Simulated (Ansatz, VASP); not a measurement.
# Mo2NO2: VASP beside Ansatz, part 2 of 2

Aim: how closely do two programs agree when they are given the same cell, functional and k mesh? The cell is taken from a series of runs on this material, whose earlier steps may have relaxed, scaled, displaced or heated it; both programs get it as it stands.

VASP 6.6.1 and Ansatz 0.2.0.

So far. Step 4 (Side by side): The forces differ by 17 meV/Å r.m.s., which is 1.5 % of the r.m.s. force of 1.141 eV/Å (both taken over all components). With vacuum in the cell, a pressure given here is an average over mostly empty space and none of the material.

## (5) Ansatz: single point, PBEsol, pair 2

Level of this step: Ansatz beside VASP: Kohn-Sham DFT, plane waves, PBEsol (Ansatz).

With cell and atoms fixed, the geometry can't cause a difference; cores, projectors, grids and the points listed under the comparison can. This pair takes another cell of the material, with 10 atoms against 5 for the pair before.

The cell is taken from a series of runs on this material, whose earlier steps may have relaxed, scaled, displaced or heated it; both programs get it as it stands.

Input file input.yaml:

```yaml
crystal:
  lattice:
    - [3.1277744238, 0.0, 0.0]
    - [-1.0e-10, 5.4174642167, 0.0]
    - [0.0, 0.0, 32.6]
  atoms:
    - { symbol: "N", position: [1.0, 0.0015790007, 0.3079470743] }
    - { symbol: "N", position: [0.5, 0.4984209993, 0.3055498583] }
    - { symbol: Mo, position: [0.0, 0.3371466825, 0.3384795546] }
    - { symbol: Mo, position: [0.5, 0.8295199841, 0.3385583095] }
    - { symbol: Mo, position: [0.5, 0.1628533175, 0.2750173779] }
    - { symbol: Mo, position: [1.0, 0.6704800159, 0.274938623] }
    - { symbol: O, position: [0.5, 0.1674050062, 0.3694093205] }
    - { symbol: O, position: [1.0, 0.6659283272, 0.3706068262] }
    - { symbol: O, position: [0.0, 0.3325949938, 0.244087612] }
    - { symbol: O, position: [0.5, 0.8340716728, 0.2428901063] }
  periodic: [true, true, false]
kpoints:
  mp_grid: { grid: [12, 8, 1] }
hamiltonian:
  xc: pbesol
scf:
  occupations: { method: methfessel_paxton, width: 0.15 }
output:
  forces: true
  stress: true
  eigenvalues: true
```

The run is started by

```console
$ ansatz run input.yaml --threads 8 --pin off --max-ram 14336MiB --backend cpu --events-out ev --progress --plain --runs-dir out
```

Numbers of over 12 decimals in the logs are rounded to 6 here.

What it wrote:

```text
[...]
Crystal: 10 atoms, lattice volume = 552.394 Å³
Basis set: ecut = 420 eV, 10793 PW (Γ), exchange–correlation on 48×80×450 points (8 copies of the dense FFT grid, shifted against one another)
Bands: 55, of which v1, the nominal top of the filled ones, is band 45 counted from 1 (44 counted from 0)
Symmetry: 4 space group operations
[...]
k-points: 35 of 96
[...]
k-point 0: bands = [... 41 lower, -8.6594, -7.9840, -6.4230, -6.2609, -6.0410, -5.3362, -5.3283, -4.9322, ... 6 higher]
  k-point 1: bands = [... 41 lower, -8.2860, -7.9966, -6.5502, -6.3376, -5.9920, -5.3038, -5.1799, -4.8310, ... 6 higher]
  k-point 2: bands = [... 41 lower, -7.9349, -7.7826, -6.6487, -6.5330, -5.8970, -5.1793, -4.9455, -4.7161, ... 6 higher]
  k-point 34: bands = [... 41 lower, -7.9907, -6.2628, -6.2628, -6.0331, -6.0331, -4.9413, -4.9413, -4.7572, ... 6 higher]
[key lines of the parts left out:]
SCF converged after 8 iterations
Free energy (F): -22591.528582 eV
Fermi energy:    -6.097095 eV
P = ½ c Tr σ = -0.1411 N/m
```

## (6) VASP: single point, PBEsol, pair 2

The same cell, functional, mesh and smearing now go to VASP, with its own data sets.

Input file INCAR:

```
SYSTEM = Mo2NO2
PREC = Accurate
ENCUT = 520
EDIFF = 1E-06
NELM = 120
ISMEAR = 1
SIGMA = 0.15
LREAL = .FALSE.
ALGO = Normal
GGA = PS
NBANDS = 55
LASPH = .TRUE.
LORBIT = 11
LWAVE = .FALSE.
LCHARG = .FALSE.
ISIF = 2
LDIPOL = .TRUE.
IDIPOL = 3
DIPOL = 0.5 0.5 0.307
LVHAR = .TRUE.
GGA_COMPAT = .FALSE.
NELMDL = -8
KPAR = 2
```

Input file POSCAR:

```
Mo2NO2
1.0
    3.1277744238      0.0000000000      0.0000000000
   -0.0000000001      5.4174642167      0.0000000000
    0.0000000000      0.0000000000     32.6000000000
N Mo O
2 4 4
Direct
    1.0000000000      0.0015790007      0.3079470743
    0.5000000000      0.4984209993      0.3055498583
    1.0000000000      0.3371466825      0.3384795547
    0.5000000000      0.8295199841      0.3385583096
    0.5000000000      0.1628533175      0.2750173780
    1.0000000000      0.6704800159      0.2749386231
    0.5000000000      0.1674050062      0.3694093206
    1.0000000000      0.6659283272      0.3706068263
    1.0000000000      0.3325949938      0.2440876121
    0.5000000000      0.8340716728      0.2428901064
```

Input file KPOINTS:

```
Automatic mesh
0
Gamma
12 8 1
0 0 0
```

The projector-augmented-wave data sets are N, Mo_sv and O (PBE family, release 64).

The run is started by

```console
$ mpirun -np 2 vasp_std
```

What it wrote:

```text
[banner, memory and clock lines left out]
running    2 mpi-ranks, on    1 nodes
[...]
[... a notice as in an earlier step ...]

 LDA part: xc-table for (Slater+PW92), standard interpolation
 POSCAR, INCAR and KPOINTS ok, starting setup
[...]
entering main loop
       N       E                     dE             d eps       ncg     rms          rms(c)
DAV:   1     0.860265257407E+03    0.86027E+03   -0.49648E+04  5194   0.134E+03
DAV:   2    -0.255422557647E+02   -0.88581E+03   -0.87117E+03  5095   0.356E+02
DAV:   3    -0.110338009349E+03   -0.84796E+02   -0.83262E+02  4461   0.105E+02
DAV:   4    -0.113354152226E+03   -0.30161E+01   -0.29817E+01  4956   0.195E+01
[...]
DAV:  27    -0.967079927082E+02   -0.14957E-05   -0.78072E-08  2415   0.613E-04    0.911E-05
DAV:  28    -0.967079937775E+02   -0.10693E-05   -0.60562E-08  2422   0.432E-04    0.459E-05
DAV:  29    -0.967079943632E+02   -0.58576E-06   -0.34907E-08  2387   0.361E-04
   1 F= -.96707994E+02 E0= -.96708353E+02  d E =0.107464E-02
```

Parts of OUTCAR (step 6):

```text
  Total        0.3686337      0.3156253      0.4254698     -0.0000000      0.1111020     -0.0000000
  in kB        1.0691940      0.9154471      1.2340428     -0.0000000      0.3222429     -0.0000000
  external PRESSURE =       1.0728947 kB  Pullay stress =       0.0000000 kB

 POSITION                                       TOTAL-FORCE (eV/Angst)
 -----------------------------------------------------------------------------------
     -0.00000      0.00855     10.03907        -0.000000      0.003662      0.028302
      1.56389      2.70018      9.96093         0.000000     -0.003662     -0.028302
     -0.00000      1.82648     11.03443        -0.000000      0.146592      0.057958
      1.56389      4.49389     11.03700         0.000000     -0.090327      0.077885
      1.56389      0.88225      8.96557         0.000000     -0.146592     -0.057958
     -0.00000      3.63230      8.96300        -0.000000      0.090327     -0.077885
      1.56389      0.90691     12.04274        -0.000000      0.001830      0.015538
     -0.00000      3.60764     12.08178         0.000000     -0.002332      0.056672
     -0.00000      1.80182      7.95726         0.000000     -0.001830     -0.015538
      1.56389      4.51855      7.91822        -0.000000      0.002332     -0.056672
 -----------------------------------------------------------------------------------
    total drift:                                0.000000     -0.000001     -0.000140

  FREE ENERGIE OF THE ION-ELECTRON SYSTEM (eV)
  ---------------------------------------------------
  free  energy   TOTEN  =       -96.7079943632 eV

  energy  without entropy=      -96.7090690067  energy(sigma->0) =      -96.70835258

[... 3 further parts left out ...]
[key lines of the parts left out:]
E-fermi :  -3.1034
```

This run has no spin polarisation, so a moment on Mo, if there is one, isn't seen.

## (7) Side by side

Forces (eV/Å; atoms numbered as in POSCAR):

```tsv
atom	Ansatz x, y, z	VASP x, y, z
N1	0.000, 0.003, 0.027	0.000, 0.004, 0.028
N2	0.000, -0.003, -0.027	0.000, -0.004, -0.028
Mo3	0.000, 0.149, 0.012	0.000, 0.147, 0.058
Mo4	0.000, -0.091, 0.027	0.000, -0.090, 0.078
Mo5	0.000, -0.149, -0.012	0.000, -0.147, -0.058
Mo6	0.000, 0.091, -0.027	0.000, 0.090, -0.078
O7	0.000, 0.003, -0.009	0.000, 0.002, 0.016
O8	0.000, -0.005, 0.028	0.000, -0.002, 0.057
O9	0.000, -0.003, 0.009	0.000, -0.002, -0.016
O10	0.000, 0.005, -0.028	0.000, 0.002, -0.057
```

The forces differ by 20 meV/Å r.m.s., which is 37.6 % of the r.m.s. force of 0.054 eV/Å (both taken over all components). With vacuum in the cell, a pressure given here is an average over mostly empty space and none of the material.

## (8) VASP: single point, PBEsol, pair 3

A single point gives forces, pressure and levels at one fixed geometry, so differences don't come from the geometry; what else differs is listed under the comparison.

INCAR is that of step 6.

Input file POSCAR:

```
Mo2NO2
1.0
    3.1277744238      0.0000000000      0.0000000000
   -0.0000000001      5.4174642167      0.0000000000
    0.0000000000      0.0000000000     32.6000000000
N Mo O
2 4 4
Direct
    1.0000000000      0.0031580013      0.3091456823
    0.5000000000      0.4968419987      0.3043512502
    1.0000000000      0.3409600317      0.3384401772
    0.5000000000      0.8257066350      0.3385976869
    0.5000000000      0.1590399683      0.2750567553
    1.0000000000      0.6742933650      0.2748992456
    0.5000000000      0.1681433457      0.3688105677
    1.0000000000      0.6651899877      0.3712055790
    1.0000000000      0.3318566543      0.2446863648
    0.5000000000      0.8348100123      0.2422913535
```

KPOINTS is that of step 6.

The run is started by

```console
$ mpirun -np 2 vasp_std
```

What it wrote:

```text
[... set-up lines as in an earlier step ...]
 entering main loop
       N       E                     dE             d eps       ncg     rms          rms(c)
DAV:   1     0.855052333958E+03    0.85505E+03   -0.49706E+04  5194   0.134E+03
DAV:   2    -0.263743277787E+02   -0.88143E+03   -0.86659E+03  5087   0.355E+02
DAV:   3    -0.110438129509E+03   -0.84064E+02   -0.82599E+02  4500   0.105E+02
DAV:   4    -0.113371751242E+03   -0.29336E+01   -0.28982E+01  4924   0.193E+01
[...]
DAV:  27    -0.967261636317E+02   -0.20401E-05   -0.96244E-08  2457   0.690E-04    0.880E-05
DAV:  28    -0.967261649344E+02   -0.13027E-05   -0.75333E-08  2429   0.479E-04    0.722E-05
DAV:  29    -0.967261653866E+02   -0.45221E-06   -0.29450E-08  2198   0.373E-04
   1 F= -.96726165E+02 E0= -.96726277E+02  d E =0.335813E-03
```

OUTCAR, selected parts (step 8):

```text
  Total        0.0206151      0.0100707      0.7674420     -0.0000000      0.3078128     -0.0000000
  in kB        0.0597925      0.0292092      2.2259073     -0.0000000      0.8927877     -0.0000000
  external PRESSURE =       0.7716364 kB  Pullay stress =       0.0000000 kB

 POSITION                                       TOTAL-FORCE (eV/Angst)
 -----------------------------------------------------------------------------------
     -0.00000      0.01711     10.07815         0.000000     -0.001342      0.026031
      1.56389      2.69162      9.92185        -0.000000      0.001342     -0.026031
     -0.00000      1.84714     11.03315        -0.000000      0.237815      0.087040
      1.56389      4.47324     11.03828         0.000000     -0.158121      0.138224
      1.56389      0.86159      8.96685         0.000000     -0.237815     -0.087040
     -0.00000      3.65296      8.96172        -0.000000      0.158121     -0.138224
      1.56389      0.91091     12.02322        -0.000000      0.029231      0.023646
     -0.00000      3.60364     12.10130        -0.000000      0.006935      0.085296
     -0.00000      1.79782      7.97678         0.000000     -0.029231     -0.023646
      1.56389      4.52255      7.89870         0.000000     -0.006935     -0.085296
 -----------------------------------------------------------------------------------
    total drift:                                0.000000     -0.000013     -0.000014

  FREE ENERGIE OF THE ION-ELECTRON SYSTEM (eV)
  ---------------------------------------------------
  free  energy   TOTEN  =       -96.7261653866 eV

  energy  without entropy=      -96.7265011998  energy(sigma->0) =      -96.72627732

[... 2 parts as in an earlier step ...]

[... 1 further part left out ...]
[key lines of the parts left out:]
E-fermi :  -3.1219
```

The run ends at a pressure of 0.08 GPa, with forces up to 0.25 eV/Å.

## (9) Ansatz: single point, PBEsol, pair 3

The same cell, functional, mesh and smearing now go to Ansatz, which takes its cutoff from its data sets.

The cell is taken from a series of runs on this material, whose earlier steps may have relaxed, scaled, displaced or heated it; both programs get it as it stands.

Input file input.yaml:

```yaml
crystal:
  lattice:
    - [3.1277744238, 0.0, 0.0]
    - [-1.0e-10, 5.4174642167, 0.0]
    - [0.0, 0.0, 32.6]
  atoms:
    - { symbol: "N", position: [1.0, 0.0031580013, 0.3091456823] }
    - { symbol: "N", position: [0.5, 0.4968419987, 0.3043512502] }
    - { symbol: Mo, position: [0.0, 0.3409600317, 0.3384401772] }
    - { symbol: Mo, position: [0.5, 0.825706635, 0.3385976869] }
    - { symbol: Mo, position: [0.5, 0.1590399683, 0.2750567553] }
    - { symbol: Mo, position: [1.0, 0.674293365, 0.2748992456] }
    - { symbol: O, position: [0.5, 0.1681433457, 0.3688105677] }
    - { symbol: O, position: [1.0, 0.6651899877, 0.371205579] }
    - { symbol: O, position: [0.0, 0.3318566543, 0.2446863648] }
    - { symbol: O, position: [0.5, 0.8348100123, 0.2422913535] }
  periodic: [true, true, false]
kpoints:
  mp_grid: { grid: [12, 8, 1] }
hamiltonian:
  xc: pbesol
scf:
  occupations: { method: methfessel_paxton, width: 0.15 }
output:
  forces: true
  stress: true
  eigenvalues: true
```

The run is started by

```console
$ ansatz run input.yaml --threads 8 --pin off --max-ram 14336MiB --backend cpu --events-out ev --progress --plain --runs-dir out
```

What it wrote:

```text
[...]
Crystal: 10 atoms, lattice volume = 552.394 Å³
Basis set: ecut = 420 eV, 10793 PW (Γ), exchange–correlation on 48×80×450 points (8 copies of the dense FFT grid, shifted against one another)
Bands: 55, of which v1, the nominal top of the filled ones, is band 45 counted from 1 (44 counted from 0)
Symmetry: 4 space group operations
[...]
k-points: 35 of 96
[...]
k-point 0: bands = [... 41 lower, -8.6419, -7.9599, -6.4589, -6.2595, -6.0663, -5.3528, -5.3220, -4.9053, ... 6 higher]
  k-point 1: bands = [... 41 lower, -8.2918, -7.9536, -6.5823, -6.3411, -6.0320, -5.3169, -5.1802, -4.7968, ... 6 higher]
  k-point 2: bands = [... 41 lower, -7.8479, -7.8042, -6.6861, -6.5460, -5.9570, -5.1870, -4.9650, -4.7180, ... 6 higher]
  k-point 34: bands = [... 41 lower, -7.9837, -6.2681, -6.2681, -6.0366, -6.0366, -4.9513, -4.9513, -4.7262, ... 6 higher]
[key lines of the parts left out:]
SCF converged after 8 iterations
Free energy (F): -22591.546584 eV
Fermi energy:    -6.115666 eV
P = ½ c Tr σ = -0.4505 N/m
```

## (10) Differences

Forces (eV/Å; atoms numbered as in POSCAR):

```tsv
atom	Ansatz x, y, z	VASP x, y, z
N1	0.000, -0.004, 0.023	0.000, -0.001, 0.026
N2	0.000, 0.004, -0.023	0.000, 0.001, -0.026
Mo3	0.000, 0.242, 0.044	0.000, 0.238, 0.087
Mo4	0.000, -0.162, 0.086	0.000, -0.158, 0.138
Mo5	0.000, -0.242, -0.044	0.000, -0.238, -0.087
Mo6	0.000, 0.162, -0.086	0.000, 0.158, -0.138
O7	0.000, 0.032, 0.000	0.000, 0.029, 0.024
O8	0.000, 0.003, 0.054	0.000, 0.007, 0.085
O9	0.000, -0.032, 0.000	0.000, -0.029, -0.024
O10	0.000, -0.003, -0.054	0.000, -0.007, -0.085
```

The forces differ by 20 meV/Å r.m.s., which is 22.9 % of the r.m.s. force of 0.089 eV/Å (both taken over all components). With vacuum in the cell, a pressure given here is an average over mostly empty space and none of the material.

## (11) Outcome

```yaml
r_m_s_force_difference_single_point_pbesol_pair_1: 1.5 % of the r.m.s. force
r_m_s_force_difference_single_point_pbesol_pair_2: 20 meV/Å
r_m_s_force_difference_single_point_pbesol_pair_3: 20 meV/Å
```

In words: The r.m.s. force difference is 20 meV/Å (single point, PBEsol, pair 3), beyond the 12 meV/Å picked in this series as the mark of a large difference. What causes the difference of the single point, PBEsol, pair 2 pair stays open here. What causes the difference of the single point, PBEsol, pair 3 pair stays open here. 3 further runs of this series are not shown here. How closely two codes agree says nothing of how well the functional describes the real material.

[Lines on the potential files, build, host, timing and source positions are cut from VASP's logs without a mark.]

[Logs are printed without paths, hosts, clocks, repeated set-up lines and the standing remarks that a program may print on its own settings, such as how far it seeks lower states.]

[Hosts, paths, dates, database ids (printed as entryN), source tags and the programs' standing remarks are cut or masked in the printed files.]
